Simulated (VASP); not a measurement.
A run of VASP 6.6.1 is set up as follows.

File INCAR:

```
SYSTEM = Y3F
PREC = Accurate
ENCUT = 520
EDIFF = 1E-6
ISMEAR = 0
SIGMA = 0.1
LREAL = .False.
LASPH = .True.
NELM = 100
ALGO = Fast
ISIF = 2
LWAVE = .False.
LCHARG = .False.
GGA = PE
NBANDS = 28
```

KPOINTS

```
regular mesh
0
Gamma
  6 6 4
  0 0 0
```

File POSCAR:

```
Y3F
1.0
    6.2557425487      0.0000000053      0.0000000000
   -3.1278712790      5.4176319640      0.0000000000
    0.0000000000      0.0000000000      3.3678712897
Y F
3 1
Direct
    0.5000000000      0.0000000000      0.0000000000
    0.0000000000      0.5000000000      0.0000000000
    0.5000000000      0.5000000000      0.0000000000
    0.0000000000      0.0000000000      0.0000000000
```

Potentials or basis: VASP PAW PBE potentials, release 64 (Y_sv, F).

Command:

```bash
$ cat potpaw_PBE.64/Y_sv/POTCAR potpaw_PBE.64/F/POTCAR > POTCAR
$ mpirun -np 1 vasp_std > vasp.out
```

**Question.** Estimate the band gap on the k mesh.

**Answer.** None (metal or under the smearing width).

**Question.** What does it give for the pressure?

**Answer.** -0.2 GPa.

Caveat: the k mesh is coarse (spacing up to 0.47 Å⁻¹), so the values aren't converged.
